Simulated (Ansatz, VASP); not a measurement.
# Sc: VASP beside Ansatz, part 2 of 2

Aim: how closely do two programs agree when they are given the same cell, functional and k mesh? The cell is taken from a series of runs on this material, whose earlier steps may have relaxed, scaled, displaced or heated it; both programs get it as it stands.

VASP 6.6.1 and Ansatz 0.2.0.

So far: Starting point; Ansatz: zone-centre phonons, PBEsol, pair 1; VASP: zone-centre phonons, PBEsol, pair 1.

**3. VASP: zone-centre phonons, PBEsol, pair 1 (continued)**

Level of this step: PBEsol; plane waves and PAW (Sc_sv) (VASP).

Numbers of over 12 decimals in the logs are rounded to 6 here.

OUTCAR, selected parts (step 3):

```text
ion  position               nearest neighbor table
   1  0.333  0.667  0.250-   2 3.19   2 3.19   2 3.19   2 3.19   2 3.19   2 3.19
   2  0.667  0.333  0.750-   1 3.19   1 3.19   1 3.19   1 3.19   1 3.19   1 3.19

  LATTYP: Found a hexagonal cell.
 ALAT       =     3.2711328624
 C/A-ratio  =     1.5686170762

 Subroutine GETGRP returns: Found 24 space group operations
 (whereof 12 operations were pure point group operations)

The static configuration has the point symmetry D_3d.
 The point group associated with its full space group is D_6h.

 Found    135 irreducible k-points:

   k-points           NKPTS =    135   k-points in BZ     NKDIM =    135   number of bands    NBANDS=     17

   dimension x,y,z NGX =    24 NGY =   24 NGZ =   40
   dimension x,y,z NGXF=    48 NGYF=   48 NGZF=   80

   ENCUT  =  500.0 eV  36.75 Ry    6.06 a.u.   5.96  5.96  9.36*2*pi/ulx,y,z

   NELECT =      22.0000    total number of electrons

 k-points in reciprocal lattice and weights: Automatic mesh
   0.00000000  0.00000000  0.00000000       0.001
   0.06666667 -0.00000000  0.00000000       0.003
   0.13333333  0.00000000  0.00000000       0.003
   0.20000000 -0.00000000  0.00000000       0.003
   0.26666667  0.00000000  0.00000000       0.003
   0.33333333 -0.00000000  0.00000000       0.003
   0.40000000 -0.00000000  0.00000000       0.003
   0.46666667 -0.00000000  0.00000000       0.003
   0.06666667  0.06666667  0.00000000       0.003
[...]
0.33333333  0.26666667  0.50000000       0.007
   0.33333333  0.33333333  0.50000000       0.001

 average (electrostatic) potential at core
       1 -46.7726       2 -46.7726

  Total       -0.0004768     -0.0004768     -0.2763210      0.0000000      0.0000000     -0.0000000
  in kB       -0.0160668     -0.0160668     -9.3107008      0.0000000      0.0000000     -0.0000000
  external PRESSURE =      -3.1142781 kB  Pullay stress =       0.0000000 kB

  energy-cutoff  :      500.00
  volume of cell :       47.55
      direct lattice vectors                 reciprocal lattice vectors
     3.271132862  0.000000000  0.000000000     0.305704489  0.176498569  0.000000000
    -1.635566431  2.832884158  0.000000000     0.000000000  0.352997138  0.000000000
     0.000000000  0.000000000  5.131154867     0.000000000  0.000000000  0.194887901

 POSITION                                       TOTAL-FORCE (eV/Angst)
 -----------------------------------------------------------------------------------
     -0.00000      1.88859      1.28279         0.000000      0.000000      0.000000
      1.63557      0.94429      3.84837        -0.000000     -0.000000      0.000000
 -----------------------------------------------------------------------------------
    total drift:                               -0.000154      0.000089     -0.000004

 Eigenvectors and eigenvalues of the dynamical matrix
 ----------------------------------------------------

   1 f  =    6.813610 THz    42.811175 2PiTHz  227.277569 cm-1    28.178815 meV
             X         Y         Z           dx          dy          dz
     -0.000000  1.888590  1.282789     0.000000   -0.000000    0.707107
      1.635567  0.944294  3.848366     0.000000    0.000000   -0.707107

   2 f  =    3.985755 THz    25.043239 2PiTHz  132.950483 cm-1    16.483752 meV
             X         Y         Z           dx          dy          dz
     -0.000000  1.888590  1.282789    -0.000007    0.707107   -0.000000
      1.635567  0.944294  3.848366     0.000007   -0.707107   -0.000000

   3 f  =    3.985755 THz    25.043239 2PiTHz  132.950483 cm-1    16.483752 meV
             X         Y         Z           dx          dy          dz
     -0.000000  1.888590  1.282789     0.707107    0.000007   -0.000000
      1.635567  0.944294  3.848366    -0.707107   -0.000007   -0.000000

   4 f  =    0.000000 THz     0.000000 2PiTHz    0.000002 cm-1     0.000000 meV
             X         Y         Z           dx          dy          dz
     -0.000000  1.888590  1.282789     0.025970    0.100218    0.699487
      1.635567  0.944294  3.848366     0.025970    0.100218    0.699487

   5 f  =    0.000000 THz     0.000000 2PiTHz    0.000001 cm-1     0.000000 meV
             X         Y         Z           dx          dy          dz
     -0.000000  1.888590  1.282789     0.676292    0.199371   -0.053673
      1.635567  0.944294  3.848366     0.676292    0.199371   -0.053673

   6 f/i=    0.000000 THz     0.000000 2PiTHz    0.000002 cm-1     0.000000 meV
             X         Y         Z           dx          dy          dz
     -0.000000  1.888590  1.282789    -0.204830    0.670975   -0.088529
      1.635567  0.944294  3.848366    -0.204830    0.670975   -0.088529

 ELASTIC MODULI CONTR FROM IONIC RELAXATION (kBar)
 Direction    XX          YY          ZZ          XY          YZ          ZX
 --------------------------------------------------------------------------------
 XX         -63.5755     63.5755      0.0000      0.0000     -0.0000      0.0000
 YY          63.5755    -63.5755      0.0000     -0.0000      0.0000      0.0000
 ZZ           0.0000      0.0000      0.0000      0.0000      0.0000      0.0000
 XY           0.0000     -0.0000      0.0000    -63.5755      0.0000      0.0000
 YZ          -0.0000      0.0000      0.0000      0.0000     -0.0000      0.0000
 ZX           0.0000      0.0000      0.0000      0.0000      0.0000      0.0000
 --------------------------------------------------------------------------------
```

**4. Side by side**

Known differences besides the potentials themselves: the cutoff is 420 eV in Ansatz and 500 eV in VASP; Ansatz makes its cores anew for this functional, VASP keeps those of its PBE data sets. Total energies have different zeros and are not compared.

Both answers:

```tsv
quantity	Ansatz	VASP	difference
optical mode 1 to 2 (cm⁻¹)	132.1	133.0	-0.61 %
optical mode 3 (cm⁻¹)	227.1	227.3	-0.06 %
```

Modes are paired by rising frequency, not by their patterns, so a pair may set unlike modes beside each other; they are those without the splitting of longitudinal modes.

**5. VASP: zone-centre phonons, PBEsol, pair 2**

Second derivatives magnify differences that forces hide, and they need a tight electronic threshold. The cell compared in this pair holds 47.83 Å³, against 47.55 Å³ for the pair before.

Input file INCAR:

```
SYSTEM = Sc
PREC = Accurate
ENCUT = 500
EDIFF = 1E-08
NELM = 120
ISMEAR = 1
SIGMA = 0.2
LREAL = .FALSE.
ALGO = Normal
GGA = PS
NBANDS = 17
LASPH = .TRUE.
LORBIT = 11
LWAVE = .FALSE.
LCHARG = .FALSE.
ISIF = 2
IBRION = 8
GGA_COMPAT = .FALSE.
KPAR = 2
```

Input file POSCAR:

```
Sc
1.0
    3.2645853637      0.0000000000      0.0000000000
   -1.6322926818      2.8272138578      0.0000000000
    0.0000000000      0.0000000000      5.1819583801
Sc
2
Direct
    0.3333334179      0.6666665821      0.2500000000
    0.6666665821      0.3333334179      0.7500000000
```

Input file KPOINTS:

```
Automatic mesh
0
Gamma
15 15 8
0 0 0
```

Potentials, in the order of the species: Sc_sv (PBE family, release 64).

The run is started by

```
$ mpirun -np 2 vasp_std
```

Log:

```text
[banner, memory and clock lines left out]
running    2 mpi-ranks, on    1 nodes
[...]
[... a notice as in an earlier step ...]

 LDA part: xc-table for (Slater+PW92), standard interpolation
 POSCAR, INCAR and KPOINTS ok, starting setup
[...]
entering main loop
       N       E                     dE             d eps       ncg     rms          rms(c)
DAV:   1     0.355258991159E+03    0.35526E+03   -0.10861E+04  4590   0.134E+03
DAV:   2     0.521767957378E+01   -0.35004E+03   -0.34395E+03  5766   0.570E+02
DAV:   3    -0.144142935340E+02   -0.19632E+02   -0.18943E+02  7620   0.160E+02
DAV:   4    -0.147174283491E+02   -0.30313E+00   -0.30140E+00  6750   0.188E+01
[...]
DAV:  13    -0.132062663240E+02    0.29309E-06   -0.19059E-08  4785   0.170E-03    0.857E-05
DAV:  14    -0.132062663467E+02   -0.22707E-07   -0.18373E-09  3977   0.101E-03    0.380E-05
DAV:  15    -0.132062663542E+02   -0.75088E-08   -0.72352E-10  3524   0.450E-04
   1 F= -.13206266E+02 E0= -.13204586E+02  d E =-.504176E-02
[...]
RMM:  18    -0.737840813740E+00   -0.21505E-07   -0.61986E-07 45776   0.536E-03    0.110E-05
RMM:  19    -0.737840816649E+00   -0.29094E-08   -0.54339E-07 45766   0.536E-03    0.114E-05
RMM:  20    -0.737840820549E+00   -0.38998E-08   -0.49523E-07 46778   0.536E-03    0.119E-05
 first order change of Fermi-energy   0.26102E-04
 force on displaced ion       1 direction 1 :  -1.394   0.000   0.000
 Linear response progress:
  Degree of freedom:   2/  2
       N       E                     dE             d eps       ncg     rms          rms(c)
RMM:   1    -0.811993379340E+00   -0.81199E+00   -0.66511E+01  6620   0.218E+02
RMM:   2    -0.809829520535E+00    0.21639E-02   -0.14668E-01  9620   0.457E+00    0.137E-01
RMM:   3    -0.810229591549E+00   -0.40007E-03   -0.11335E-02 11054   0.103E+00    0.487E-02
RMM:   4    -0.809252086689E+00    0.97750E-03   -0.15167E-03 12062   0.296E-01    0.168E-02
[...]
RMM:  15    -0.809073452133E+00    0.27174E-07   -0.96249E-07 14329   0.540E-03    0.238E-06
RMM:  16    -0.809073467187E+00   -0.15054E-07   -0.11890E-06 14665   0.541E-03    0.225E-06
RMM:  17    -0.809073443319E+00    0.23868E-07   -0.99093E-07 14762   0.542E-03    0.207E-06
 first order change of Fermi-energy   0.29719E-04
 force on displaced ion       1 direction 3 :  -0.000   0.000  -3.957
 Linear response finished
```

Parts of OUTCAR (step 5):

```text
  Total       -0.0006928     -0.0006928     -0.5402848     -0.0000000     -0.0000000     -0.0000000
  in kB       -0.0232086     -0.0232086    -18.0989217     -0.0000000     -0.0000000     -0.0000000
  external PRESSURE =      -6.0484463 kB  Pullay stress =       0.0000000 kB

 POSITION                                       TOTAL-FORCE (eV/Angst)
 -----------------------------------------------------------------------------------
      0.00000      1.88481      1.29549        -0.000000     -0.000000      0.000000
      1.63229      0.94240      3.88647         0.000000      0.000000      0.000000
 -----------------------------------------------------------------------------------
    total drift:                                0.000079     -0.000046      0.000103

[... 1 part as in an earlier step ...]

[... 1 further part left out ...]
```

**6. Ansatz: zone-centre phonons, PBEsol, pair 2**

The same cell, functional, mesh and smearing now go to Ansatz, which takes its cutoff from its data sets.

The cell is taken from a series of runs on this material, whose earlier steps may have relaxed, scaled, displaced or heated it; both programs get it as it stands.

Input file input.yaml:

```yaml
crystal:
  lattice:
    - [3.2645853637, 0.0, 0.0]
    - [-1.6322926818, 2.8272138578, 0.0]
    - [0.0, 0.0, 5.1819583801]
  atoms:
    - { symbol: Sc, position: [0.3333334179, 0.6666665821, 0.25] }
    - { symbol: Sc, position: [0.6666665821, 0.3333334179, 0.75] }
kpoints:
  mp_grid: { grid: [15, 15, 8] }
hamiltonian:
  xc: pbesol
  pseudopotentials: { kind: paw, azcp: { folder: soft_1 }, xc_functional: pbe }
scf:
  occupations: { method: methfessel_paxton, width: 0.2 }
output:
  eigenvalues: true
phonons:
  method: dfpt
```

The run is started by

```
$ ansatz run input.yaml --threads 4 --pin off --max-ram 10240MiB --backend cpu --events-out ev --progress --plain --runs-dir out
```

Log:

```text
[...]
Crystal: 2 atoms, lattice volume = 47.828 Å³
Basis set: ecut = 420 eV, 965 PW (Γ), exchange–correlation on 48×48×72 points (8 copies of the dense FFT grid, shifted against one another)
Bands: 15, of which v1, the nominal top of the filled ones, is band 11 counted from 1 (10 counted from 0)
Symmetry: 24 space group operations
k-points: 320 of 1800 (irreducible under 4 space group operations, time reversal used)
[...]
k-point 1: bands = [... 7 lower, -18.2471, 4.2821, 7.4985, 9.8729, 10.9608, 10.9608, 11.0843, 11.3881]
  k-point 2: bands = [... 7 lower, -18.2601, 4.5926, 7.0559, 9.8751, 10.8846, 10.8927, 10.8927, 11.2397]
  k-point 319: bands = [... 7 lower, -18.3188, 7.9622, 7.9622, 9.5169, 9.5169, 10.1372, 10.1372, 11.6671]
[...]
ASR residual: 1.314e-5 → 0.000e0 eV/Å²; symmetrization residual: 2.010e-10 eV/Å²
  ASR residual per site (eV/Å²): 1.31e-5 1.31e-5
  Γ frequencies (cm⁻¹): 0.00 0.00 0.00 129.19 129.19 218.80
[...]
[key lines of the parts left out:]
SCF converged after 8 iterations
Free energy (F): -4222.737784 eV
Fermi energy:    9.364471 eV
```

**7. Differences**

The two programs side by side:

```tsv
quantity	Ansatz	VASP	difference
optical mode 1 to 2 (cm⁻¹)	129.2	129.9	-0.51 %
optical mode 3 (cm⁻¹)	218.8	218.8	+0.01 %
```

Modes are paired by rising frequency, not by their patterns, so a pair may set unlike modes beside each other; they are those without the splitting of longitudinal modes.

**8. Results**

| Quantity | Value |
| --- | --- |
| r.m.s. difference of the optical zone-centre modes, each program's sorted by frequency (zone-centre phonons, PBEsol, pair 1) | 0.67 cm⁻¹ |
| difference in optical mode 1 to 2 (zone-centre phonons, PBEsol, pair 1) | -0.6 % |
| r.m.s. difference of the optical zone-centre modes, each program's sorted by frequency (zone-centre phonons, PBEsol, pair 2) | 0.54 cm⁻¹ |
| difference in optical mode 1 to 2 (zone-centre phonons, PBEsol, pair 2) | -0.5 % |

What this shows: The r.m.s. difference of the optical zone-centre modes, each program's sorted by frequency is 0.67 cm⁻¹ (zone-centre phonons, PBEsol, pair 1). Among the rows given in per cent, the largest difference of the zone-centre phonons, PBEsol, pair 1 pair is in optical mode 1 to 2, -0.6 %. Among the rows given in per cent, the largest difference of the zone-centre phonons, PBEsol, pair 2 pair is in optical mode 1 to 2, -0.5 %. How closely two codes agree says nothing of how well the functional describes the real material.

[Lines on the potential files, build, host, timing and source positions are cut from VASP's logs without a mark.]

[Logs are printed without paths, hosts, clocks, repeated set-up lines and the standing remarks that a program may print on its own settings, such as how far it seeks lower states.]

[Hosts, paths, dates, database ids (printed as entryN), source tags and the programs' standing remarks are cut or masked in the printed files.]
